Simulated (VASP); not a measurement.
# Initial- and final-state core-level shifts of HW16N, part 3 of 3

Wanted: the chemical shifts that photoemission would resolve in HW16N.

VASP 6.6.1, plane waves and PAW; the level of theory is named at each step.

So far. Step 2 (Relaxation): The forces on the free atoms are under 0.05 eV/Å, while the fixed ones keep up to 1.2 eV/Å.

### 4. Core hole, atom W5

This step: final-state core hole with the electron kept at the Fermi level, LDA, no spin polarisation; plane waves and PAW (W, H, N, W) (VASP 6.6.1).

System of this step: HW16N. The cell holds 18 atoms: 16 W, 1 H and 1 N. Cell: a = 6.340 Å, b = 5.491 Å, c = 24.205 Å, α = 90.0°, β = 90.0°, γ = 54.7°. It derives from W. Adsorbate: added NH, site shortbridge, coverage in monolayers 0.25, cell 2x2, faces one. Vacuum lies along c.

A core electron of W5 (4f) is moved to the Fermi level; this atom comes first in POSCAR as a species of its own.

INCAR reads:

```
SYSTEM = HW16N
PREC = Normal
ENCUT = 400
EDIFF = 1E-05
NELM = 120
ISMEAR = 0
SIGMA = 0.1
LREAL = Auto
ALGO = Fast
GGA = CA
NBANDS = 69
LASPH = .TRUE.
LWAVE = .FALSE.
LCHARG = .FALSE.
KPAR = 2
NCORE = 4
ICORELEVEL = 2
CLNT = 1
CLN = 4
CLL = 3
CLZ = 1
ISIF = 0
```

POSCAR reads:

```
HW16N
1.0
    6.3400000000      0.0000000000      0.0000000000
    3.1700000000      4.4830569927      0.0000000000
    0.0000000000      0.0000000000     24.2045854891
W H N W
1 1 1 15
Direct
    0.9932498461      0.5123514285      0.5841698318
    0.0047334359      0.2477424691      0.6839131352
    0.0048866197      0.2473907583      0.6414451739
    0.0051532251      0.9895853821      0.5842712084
    0.5070954548      0.9955855818      0.5794222194
    0.4921145817      0.5046861046      0.5792042459
    0.7524706963      0.4950964465      0.4935250048
    0.2489391957      0.5052545646      0.4929741724
    0.7504267565      0.9950394214      0.4928662800
    0.2470474473      0.0052792361      0.4935299981
    0.0000000000      0.0000000000      0.4024662390
    0.5000000000      0.0000000000      0.4024662390
    0.0000000000      0.5000000000      0.4024662390
    0.5000000000      0.5000000000      0.4024662390
    0.7500000000      0.5000000000      0.3098586420
    0.2500000000      0.5000000000      0.3098586420
    0.7500000000      0.0000000000      0.3098586420
    0.2500000000      0.0000000000      0.3098586420
```

KPOINTS reads:

```
Automatic mesh
0
Gamma
4 5 1
0 0 0
```

Potentials, in the order of the species: W, H, N and W (PBE family, release 64).

The run is started by

```
> mpirun -np 8 vasp_std
```

Output:

```text
[banner, memory and clock lines left out]
running    8 mpi-ranks, on    1 nodes
 distrk:  each k-point on    4 cores,    2 groups
 distr:  one band on    4 cores,    1 groups

 POSCAR found type information on POSCAR W H N W
 POSCAR found :  4 types and      18 ions
 [... a notice as in an earlier step ...]

 LDA part: xc-table for (Slater(with rela. corr.)+CA(PZ))
 , standard interpolation
 [... a notice as in an earlier step ...]

 POSCAR, INCAR and KPOINTS ok, starting setup
 FFT: planning ... GRIDC
 FFT: planning ... GRID_SOFT
 FFT: planning ... GRID
 WAVECAR not read
 entering main loop
       N       E                     dE             d eps       ncg     rms          rms(c)
DAV:   1     0.458849057785E+03    0.45885E+03   -0.34087E+04  1518   0.969E+02
DAV:   2    -0.205253032802E+03   -0.66410E+03   -0.63018E+03  2119   0.251E+02
DAV:   3    -0.279458635929E+03   -0.74206E+02   -0.71287E+02  1804   0.837E+01
DAV:   4    -0.284946275868E+03   -0.54876E+01   -0.53990E+01  2444   0.195E+01
DAV:   5    -0.285085567590E+03   -0.13929E+00   -0.13862E+00  2244   0.349E+00    0.887E+01
RMM:   6    -0.312430879260E+03   -0.27345E+02   -0.11596E+02  2082   0.232E+01    0.423E+01
RMM:   7    -0.457917050246E+03   -0.14549E+03   -0.40026E+02  2675   0.498E+01    0.469E+01
RMM:   8    -0.283054594251E+03    0.17486E+03   -0.54535E+01  1665   0.228E+01    0.274E+01
RMM:   9    -0.261284678375E+03    0.21770E+02   -0.66293E+01  1937   0.185E+01    0.171E+01
RMM:  10    -0.259323156095E+03    0.19615E+01   -0.93639E+00  1852   0.100E+01    0.979E+00
RMM:  11    -0.259516428863E+03   -0.19327E+00   -0.45131E+00  2435   0.450E+00    0.915E+00
RMM:  12    -0.259551873077E+03   -0.35444E-01   -0.51796E-01  1964   0.211E+00    0.653E+00
RMM:  13    -0.259272532239E+03    0.27934E+00   -0.89197E-01  2124   0.229E+00    0.358E+00
RMM:  14    -0.258985794022E+03    0.28674E+00   -0.37406E-01  1946   0.174E+00    0.147E+00
RMM:  15    -0.258977923723E+03    0.78703E-02   -0.35326E-01  2299   0.113E+00    0.129E+00
RMM:  16    -0.258951615487E+03    0.26308E-01   -0.82666E-02  2458   0.583E-01    0.944E-01
RMM:  17    -0.258950375293E+03    0.12402E-02   -0.14543E-02  2209   0.272E-01    0.825E-01
RMM:  18    -0.258941780954E+03    0.85943E-02   -0.13911E-02  2206   0.255E-01    0.471E-01
RMM:  19    -0.258938740237E+03    0.30407E-02   -0.25463E-02  2389   0.301E-01    0.144E-01
RMM:  20    -0.258939124631E+03   -0.38439E-03   -0.31040E-03  2396   0.131E-01    0.116E-01
RMM:  21    -0.258939469970E+03   -0.34534E-03   -0.62512E-04  2311   0.522E-02    0.815E-02
RMM:  22    -0.258940330524E+03   -0.86055E-03   -0.38202E-04  1966   0.455E-02    0.630E-02
RMM:  23    -0.258940525992E+03   -0.19547E-03   -0.15160E-04  1963   0.314E-02    0.294E-02
RMM:  24    -0.258940926381E+03   -0.40039E-03   -0.20793E-04  2053   0.280E-02    0.246E-02
RMM:  25    -0.258941221976E+03   -0.29559E-03   -0.89173E-05  1736   0.217E-02    0.147E-02
RMM:  26    -0.258941318757E+03   -0.96781E-04   -0.36057E-05  1394   0.140E-02    0.160E-02
RMM:  27    -0.258941403232E+03   -0.84476E-04   -0.11320E-05  1142   0.864E-03    0.113E-02
RMM:  28    -0.258941480756E+03   -0.77523E-04   -0.81177E-06  1125   0.676E-03    0.954E-03
RMM:  29    -0.258941580441E+03   -0.99685E-04   -0.84851E-06  1137   0.629E-03    0.465E-03
RMM:  30    -0.258941619542E+03   -0.39101E-04   -0.36821E-06   953   0.421E-03    0.221E-03
RMM:  31    -0.258941669108E+03   -0.49565E-04   -0.69702E-06  1104   0.539E-03    0.474E-03
RMM:  32    -0.258941685318E+03   -0.16210E-04   -0.23406E-06   838   0.370E-03    0.293E-03
RMM:  33    -0.258941692175E+03   -0.68576E-05   -0.99424E-07   545   0.234E-03
   1 F= -.25894169E+03 E0= -.25890983E+03  d E =-.637236E-01
```

Elapsed: 38 s, on 8 MPI ranks of Intel Xeon 6975P-C (Granite Rapids), shared host; peak memory 1.7 GiB.

OUTCAR, selected parts (step 4):

```text
The static configuration has the point symmetry C_1 .

 Found     11 irreducible k-points:

   NELECT =     103.0000    total number of electrons

 the core state eigenenergies are
   1-  1s -69492.7223  2s -12013.7475  2p -10507.2985  3s  -2785.9130  3p  -2339.9655
       3d  -1828.1592  4s   -586.6748  4p   -439.4045  4d   -253.1499  4f    -45.7290
       5s    -80.0079  5p    -42.2443
   2-
   3-  1s   -377.6183
   4-  1s -69462.9404  2s -11983.7530  2p -10477.3428  3s  -2756.4569  3p  -2310.5687
       3d  -1798.5320  4s   -564.9179  4p   -418.6990  4d   -233.5731  4f    -28.4542
       5s    -74.0805  5p    -38.2806
   5-  1s -69462.9101  2s -11983.6937  2p -10477.2858  3s  -2756.3957  3p  -2310.5077
       3d  -1798.4693  4s   -564.8537  4p   -418.6343  4d   -233.5072  4f    -28.3861
       5s    -74.0044  5p    -38.1997
   6-  1s -69462.6066  2s -11983.3928  2p -10476.9842  3s  -2756.1100  3p  -2310.2221
       3d  -1798.1813  4s   -564.5909  4p   -418.3739  4d   -233.2493  4f    -28.1377
       5s    -73.8017  5p    -38.0252
   7-  1s -69462.6803  2s -11983.5064  2p -10477.0943  3s  -2756.2332  3p  -2310.3450
       3d  -1798.3053  4s   -564.7285  4p   -418.5131  4d   -233.3915  4f    -28.2868
       5s    -73.9805  5p    -38.2179
   8-  1s -69462.5526  2s -11983.3832  2p -10476.9707  3s  -2756.1170  3p  -2310.2289
       3d  -1798.1883  4s   -564.6229  4p   -418.4087  4d   -233.2884  4f    -28.1880
       5s    -73.9020  5p    -38.1503
   9-  1s -69462.4574  2s -11983.2881  2p -10476.8754  3s  -2756.0274  3p  -2310.1393
       3d  -1798.0978  4s   -564.5415  4p   -418.3282  4d   -233.2088  4f    -28.1118
       5s    -73.8424  5p    -38.1013
  10-  1s -69462.5471  2s -11983.3746  2p -10476.9623  3s  -2756.1084  3p  -2310.2203
       3d  -1798.1795  4s   -564.6142  4p   -418.4000  4d   -233.2796  4f    -28.1792
       5s    -73.8937  5p    -38.1436
  11-  1s -69462.7412  2s -11983.5592  2p -10477.1479  3s  -2756.2771  3p  -2310.3889
       3d  -1798.3502  4s   -564.7589  4p   -418.5421  4d   -233.4187  4f    -28.3085
       5s    -73.9763  5p    -38.2004
  12-  1s -69462.7153  2s -11983.5347  2p -10477.1233  3s  -2756.2539  3p  -2310.3658
       3d  -1798.3269  4s   -564.7379  4p   -418.5213  4d   -233.3982  4f    -28.2888
       5s    -73.9606  5p    -38.1864
  13-  1s -69462.7431  2s -11983.5610  2p -10477.1498  3s  -2756.2787  3p  -2310.3905
       3d  -1798.3519  4s   -564.7601  4p   -418.5433  4d   -233.4198  4f    -28.3095
       5s    -73.9766  5p    -38.2002
  14-  1s -69462.7025  2s -11983.5220  2p -10477.1106  3s  -2756.2421  3p  -2310.3540
       3d  -1798.3150  4s   -564.7274  4p   -418.5110  4d   -233.3880  4f    -28.2791
       5s    -73.9534  5p    -38.1808
  15-  1s -69462.9158  2s -11983.6912  2p -10477.2846  3s  -2756.3709  3p  -2310.4829
[...]
3d  -1798.4416  4s   -564.7901  4p   -418.5673  4d   -233.4362  4f    -28.3016
       5s    -73.8550  5p    -38.0116

 E-fermi :   0.0275

 k-point     1 :       0.0000    0.0000    0.0000
  band No.  band energies     occupation
    ...
     42      -1.2179      2.00000
     43      -1.0529      2.00000
     44      -0.9933      2.00000
     45      -0.9622      2.00000
     46      -0.1584      1.99143
     47       0.3964      0.00000
     48       0.5152      0.00000
     49       0.6255      0.00000
     50       0.7341      0.00000
     51       0.7898      0.00000
    ...

 k-point     2 :       0.2500    0.0000    0.0000
  band No.  band energies     occupation
    ...
     47      -0.3742      2.00000
     48      -0.2735      1.99998
     49      -0.2474      1.99990
     50      -0.1886      1.99776
     51      -0.1322      1.97609
     52       0.3090      0.00007
     53       0.6583      0.00000
     54       0.8125      0.00000
     55       0.8947      0.00000
     56       1.0648      0.00000
    ...

 POSITION                                       TOTAL-FORCE (eV/Angst)
 -----------------------------------------------------------------------------------
      7.92136      2.29690     14.13959        -0.225416      0.628899     -0.663870
      0.81535      1.11064     16.55383         0.143729      0.080886      0.003992
      0.81521      1.10907     15.52591        -0.025573     -0.127451     -0.668299
      3.16966      4.43637     14.14204        -0.244050     -0.211595      0.480391
      6.37099      4.46327     14.02467         0.194413     -0.070309     -0.032416
      4.71986      2.26254     14.01940         0.162501     -0.218904     -0.019364
      6.34012      2.21955     11.94557         0.126888     -0.130357      0.367014
      3.17993      2.26509     11.93224        -0.162380     -0.007034      0.418052
      7.91198      4.46082     11.92962         0.035779     -0.041470      0.215539
      1.58302      0.02367     11.94569        -0.031190      0.059970      0.083261
      0.00000      0.00000      9.74153         0.081410      0.065241     -1.136769
      3.17000      0.00000      9.74153         0.078325      0.019531     -0.944983
      1.58500      2.24153      9.74153        -0.053420     -0.053647     -1.187128
      4.75500      2.24153      9.74153        -0.039416      0.007399     -1.135686
      6.34000      2.24153      7.50000         0.105781      0.030063      1.074723
      3.17000      2.24153      7.50000         0.010826      0.001797      1.143923
      4.75500      0.00000      7.50000        -0.008417     -0.014995      1.031333
      1.58500      0.00000      7.50000        -0.149787     -0.018026      0.970288
 -----------------------------------------------------------------------------------
    total drift:                               -0.012095      0.009411     -0.064332

  FREE ENERGIE OF THE ION-ELECTRON SYSTEM (eV)
  ---------------------------------------------------
  free  energy   TOTEN  =      -258.9416921754 eV

  energy  without entropy=     -258.8779685571  energy(sigma->0) =     -258.90983037

[... 7 parts as in an earlier step ...]

[... 5 further parts left out ...]
```

The data set W keeps the semicore shell frozen, which is cheaper and a little less accurate.

This step gave:

* free energy (TOTEN): -258.9417 eV
* energy at zero smearing: -258.9098 eV
* Fermi energy: 0.0275 eV

This is the reference for holes on W.

### 5. Core hole, atom W6

The same hole on the next atom.

INCAR is that of step 4.

Changes to POSCAR since step 4:

```diff
@@ -8,3 +8,3 @@
 Direct
-    0.9932498461      0.5123514285      0.5841698318
+    0.4921145817      0.5046861046      0.5792042459
     0.0047334359      0.2477424691      0.6839131352
@@ -13,3 +13,3 @@
     0.5070954548      0.9955855818      0.5794222194
-    0.4921145817      0.5046861046      0.5792042459
+    0.9932498461      0.5123514285      0.5841698318
     0.7524706963      0.4950964465      0.4935250048
```

KPOINTS is that of step 4.

The run is started by

```
> mpirun -np 8 vasp_std
```

Output:

```text
[... set-up lines as in an earlier step ...]
 entering main loop
       N       E                     dE             d eps       ncg     rms          rms(c)
DAV:   1     0.457334538335E+03    0.45733E+03   -0.34093E+04  1518   0.969E+02
DAV:   2    -0.207456538429E+03   -0.66479E+03   -0.63301E+03  2132   0.251E+02
DAV:   3    -0.280973113451E+03   -0.73517E+02   -0.70825E+02  1868   0.831E+01
DAV:   4    -0.286059290193E+03   -0.50862E+01   -0.49990E+01  2428   0.186E+01
[...]
RMM:  30    -0.259103492333E+03   -0.35549E-04   -0.40237E-06   949   0.417E-03    0.156E-03
RMM:  31    -0.259103511685E+03   -0.19352E-04   -0.24982E-06   695   0.307E-03    0.990E-04
RMM:  32    -0.259103519503E+03   -0.78182E-05   -0.12428E-06   539   0.257E-03
   1 F= -.25910352E+03 E0= -.25907127E+03  d E =-.644973E-01
```

It took 37 s on 8 MPI ranks; peak memory 1.7 GiB.

Parts of OUTCAR (step 5):

```text
 POSITION                                       TOTAL-FORCE (eV/Angst)
 -----------------------------------------------------------------------------------
      4.71986      2.26254     14.01940        -0.232775     -0.002361     -1.265112
      0.81535      1.11064     16.55383         0.026965     -0.043989      0.018654
      0.81521      1.10907     15.52591         0.070387     -0.162444      0.032990
      3.16966      4.43637     14.14204         0.188685     -0.019828      0.193662
      6.37099      4.46327     14.02467         0.153948      0.123546     -0.093548
      7.92136      2.29690     14.13959        -0.214124      0.084520     -0.257522
      6.34012      2.21955     11.94557        -0.110285      0.024299      0.487664
      3.17993      2.26509     11.93224         0.115634     -0.039761      0.547958
      7.91198      4.46082     11.92962         0.108960     -0.002211      0.323570
      1.58302      0.02367     11.94569        -0.099033      0.011392      0.253911
      0.00000      0.00000      9.74153         0.062223      0.076071     -1.153151
      3.17000      0.00000      9.74153         0.066583      0.037326     -1.044748
      1.58500      2.24153      9.74153        -0.052492     -0.089081     -1.315402
      4.75500      2.24153      9.74153        -0.059031      0.006736     -0.932428
[...]
-----------------------------------------------------------------------------------
    total drift:                               -0.006235      0.006295     -0.062175

  FREE ENERGIE OF THE ION-ELECTRON SYSTEM (eV)
  ---------------------------------------------------
  free  energy   TOTEN  =      -259.1035195031 eV

  energy  without entropy=     -259.0390221708  energy(sigma->0) =     -259.07127084

[... 2 parts as in an earlier step ...]

[... 1 further part left out ...]
[key lines of the parts left out:]
E-fermi :  -0.0085
```

Against the hole on W5 the energy differs by -0.16 eV.

### 6. Core hole, atom W11

The same hole on the next atom.

INCAR is that of step 5.

Changes to POSCAR since step 5:

```diff
@@ -8,3 +8,3 @@
 Direct
-    0.4921145817      0.5046861046      0.5792042459
+    0.0000000000      0.0000000000      0.4024662390
     0.0047334359      0.2477424691      0.6839131352
@@ -14,2 +14,3 @@
     0.9932498461      0.5123514285      0.5841698318
+    0.4921145817      0.5046861046      0.5792042459
     0.7524706963      0.4950964465      0.4935250048
@@ -18,3 +19,2 @@
     0.2470474473      0.0052792361      0.4935299981
-    0.0000000000      0.0000000000      0.4024662390
     0.5000000000      0.0000000000      0.4024662390
```

KPOINTS is that of step 5.

The run is started by

```
> mpirun -np 8 vasp_std
```

Output:

```text
[... set-up lines as in an earlier step ...]
 entering main loop
       N       E                     dE             d eps       ncg     rms          rms(c)
DAV:   1     0.458133006124E+03    0.45813E+03   -0.34098E+04  1518   0.969E+02
DAV:   2    -0.205931671593E+03   -0.66406E+03   -0.62950E+03  2109   0.251E+02
DAV:   3    -0.280610184796E+03   -0.74679E+02   -0.71574E+02  1863   0.840E+01
DAV:   4    -0.285823428653E+03   -0.52132E+01   -0.51248E+01  2436   0.191E+01
[...]
RMM:  31    -0.258803885584E+03   -0.34468E-04   -0.29528E-06   764   0.347E-03    0.218E-03
RMM:  32    -0.258803898496E+03   -0.12912E-04   -0.16753E-06   682   0.304E-03    0.188E-03
RMM:  33    -0.258803906329E+03   -0.78335E-05   -0.11978E-06   548   0.266E-03
   1 F= -.25880391E+03 E0= -.25876694E+03  d E =-.739262E-01
```

It took 36 s on 8 MPI ranks; peak memory 1.8 GiB; 4.7 min of CPU time.

OUTCAR, selected parts (step 6):

```text
 POSITION                                       TOTAL-FORCE (eV/Angst)
 -----------------------------------------------------------------------------------
      0.00000      0.00000      9.74153         0.085267      0.058911     -1.002527
      0.81535      1.11064     16.55383         0.027463     -0.016860      0.009903
      0.81521      1.10907     15.52591         0.026331     -0.003413      0.008145
      3.16966      4.43637     14.14204        -0.005930      0.000073     -0.106636
      6.37099      4.46327     14.02467         0.007101      0.112936     -0.102789
      7.92136      2.29690     14.13959        -0.012218      0.002151     -0.040822
      4.71986      2.26254     14.01940         0.002969     -0.102976     -0.112491
      6.34012      2.21955     11.94557        -0.028111     -0.035549     -0.142677
      3.17993      2.26509     11.93224        -0.038575      0.077919     -0.076879
      7.91198      4.46082     11.92962         0.136805     -0.053347      0.021713
      1.58302      0.02367     11.94569        -0.096211      0.046016     -0.035073
      3.17000      0.00000      9.74153         0.089998      0.026577     -1.074189
      1.58500      2.24153      9.74153        -0.084572     -0.087470     -1.242449
      4.75500      2.24153      9.74153        -0.108012     -0.016314     -1.100008
[...]
-----------------------------------------------------------------------------------
    total drift:                               -0.009010      0.007894     -0.056521

  FREE ENERGIE OF THE ION-ELECTRON SYSTEM (eV)
  ---------------------------------------------------
  free  energy   TOTEN  =      -258.8039063290 eV

  energy  without entropy=     -258.7299801098  energy(sigma->0) =     -258.76694322

[... 2 parts as in an earlier step ...]

[... 1 further part left out ...]
[key lines of the parts left out:]
E-fermi :   0.0039
```

Against the hole on W5 the energy differs by +0.14 eV.

### 7. Summary

This step: core-level shifts, LDA; plane waves and PAW (VASP 6.6.1).

Derived from the runs above.

A positive shift is a higher binding energy. Cost is wall time times ranks on a shared host. Core-level shifts:

```tsv
atom	region	shell	Kohn-Sham level below the Fermi level (eV)	initial-state shift (eV)	final-state shift (eV)	shifts are from	cost (core minutes)
W5	layer 1	4f	28.22	0	0	W5	5.07
W6	layer 1	4f	28.16	-0.0612	-0.1614	W5	4.93
W11	layer 3	4f	28.32	0.1003	0.1429	W5	4.8
```

### 8. Summary of results

```
W6 4f (layer 1), from W5  : initial state -0.06 eV, final state -0.16 eV
W11 4f (layer 3), from W5 : initial state +0.10 eV, final state +0.14 eV
```

**Reading.** Against W5, W6 is shifted by -0.06 eV in the initial state and by -0.16 eV with the hole; against W5, W11 is shifted by +0.10 eV in the initial state and by +0.14 eV with the hole (energies extrapolated to zero smearing). Only these atoms were given a hole, so other sites aren't ranked. The difference of the two pictures holds the screening of the hole, but also the cell's limits: holes repeat 5.5 Å apart, and the electron from the core stays in the cell, where it moves the Fermi energy by -0.04 to -0.01 eV, less than the shifts themselves. Cell size, mesh and smearing weren't varied between the hole runs, and no dipole correction was applied to the slab. On their mesh the free atoms carry forces of up to 0.14 eV/Å, since the relaxation used another. The other core electrons are frozen, spin-orbit splitting and multiplets are absent, and only shifts between atoms of one element are meaningful.

[Lines on the potential files, build, host, timing and source positions are cut from VASP's logs without a mark.]

[Logs are printed without paths, hosts, clocks, repeated set-up lines and the standing remarks that a program may print on its own settings, such as how far it seeks lower states.]

[Hosts, paths, dates, database ids (printed as entryN), source tags and the programs' standing remarks are cut or masked in the printed files.]
